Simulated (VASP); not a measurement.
These are PBE GGA, VASP's PBE PAW potentials (set 64) (plane waves; VASP) values and carry that method's errors.

Input for VASP

**INCAR**
```
# general
SYSTEM  = CsPbBr3
PREC    = Accurate
ENCUT   = 500   # plane-wave cut-off (eV)
LREAL   = .FALSE.   # projection in real space or not
LASPH   = .TRUE.   # aspherical one-centre terms

# electronic loop
EDIFF   = 1E-6
NELM    = 100
ALGO    = Normal
LMAXMIX = 4   # l cut-off of mixed one-centre charges

# smearing
ISMEAR  = 1   # Methfessel-Paxton
SIGMA   = 0.1   # width (eV)

# functional
GGA     = PE   # PBE

# ions
IBRION  = 2   # conjugate gradients
NSW     = 40   # most ionic steps
ISIF    = 3   # ions, shape and volume
EDIFFG  = -0.02
PSTRESS = 450   # kbar

# output
LWAVE   = .FALSE.
LCHARG  = .FALSE.
```

File POSCAR:
```
CsPbBr3
1.0
  5.0767021943   0.0000000000   0.0000000000
  0.0000000000   5.0767021943   0.0000000000
  0.0000000000   0.0000000000   5.0767021943
Cs Pb Br
1 1 3
direct
  0.0000000000   0.0000000000   0.0000000000
  0.5000000000   0.5000000000   0.5000000000
  0.5000000000   0.0000000000   0.5000000000
  0.0000000000   0.5000000000   0.5000000000
  0.5000000000   0.5000000000   0.0000000000
```

KPOINTS:
```
Automatic mesh
0
Gamma
6 6 6
0 0 0
```

POTCAR, in this order: Cs_sv Pb_d Br (PBE.64 set). Program: vasp_std.

Energy and stress use the plane-wave basis of the starting cell. Unless said otherwise, spin-orbit coupling is left out, though it shifts the bands of the heavy elements here.

Task: What does the run give for the energy per atom (σ→0), volume per atom, band gap (on the k-mesh)?

Result: 
```yaml
energy per atom (σ→0): -1.601 eV/atom
band gap (on the k-mesh): none (metal, semimetal or under 0.01 eV)
volume_per_atom: 23.66 Å³/atom
```

### OSZICAR
```
...
       N       E                     dE             d eps       ncg     rms          rms(c)
DAV:   1    -0.800756787498E+01    0.72411E-01   -0.41868E-02  1368   0.307E+00    0.262E-01
DAV:   2    -0.800636831363E+01    0.11996E-02   -0.25506E-03  1400   0.910E-01    0.839E-02
DAV:   3    -0.800609868819E+01    0.26963E-03   -0.92781E-04  1500   0.484E-01    0.279E-02
DAV:   4    -0.800610022375E+01   -0.15356E-05   -0.40354E-05  1342   0.460E-02    0.260E-02
DAV:   5    -0.800610390518E+01   -0.36814E-05   -0.52901E-06  1142   0.154E-02    0.352E-03
DAV:   6    -0.800610435238E+01   -0.44721E-06   -0.27827E-07   586   0.457E-03
   5 F= 0.25224695E+02 E0= 0.25225287E+02  d E =-.631629E+00
```

The compound is CsPbBr3 in the cubic perovskite structure, the ideal cubic form; the compound distorts at low or room temperature. This run relaxes it under an external pressure of 45 GPa. Symmetry was kept, so distortions that lower it aren't found.
